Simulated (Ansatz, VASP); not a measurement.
One calculation of CaZn2, two programs

```
Ca Zn
1.0
     4.17144    0.00000    0.00000
     0.00000    4.17144    0.00000
     0.00000    0.00000   29.60048
Ca Zn
1 2
Direct
  0.00000 0.00000 0.28716
  0.50000 0.50000 0.32981
  0.50000 0.50000 0.24450
```

Change from the starting cell: species swapped into a sheet of the CeSi2 type.

Alike in both runs: functional PBE; k mesh 4 × 4 × 1; occupations gaussian, width 0.1 eV; no spin polarisation.

Ansatz relaxed the structure, and its values are those at the end. VASP's run is a single point on that final structure, the one shown.

|  | VASP | Ansatz |
| --- | --- | --- |
| version | VASP 6.6.1 | Ansatz 0.2.0 |
| potentials or method | VASP PAW PBE potentials, release 64 (Ca_sv, Zn) | scalar-relativistic, plane waves, PAW |
| plane-wave cutoff (eV) | 520 | 420 |
| valence electrons in the cell | 34 | 34 |

```csv
,VASP,Ansatz,Ansatz less VASP
gap on the k mesh at the Fermi level (eV),none,none,-
rms of the force components (eV/Å),0.006,0.001,-0.0048
```

A gap of «none» marks a metal or a gap that the smearing closes. The functional is the same, so the differences come from potentials, cutoffs and numerics. Ansatz warned: «slab_cell_height_set».

Caveats: the k mesh is coarse (spacing up to 0.38 Å⁻¹), so the values aren't converged.
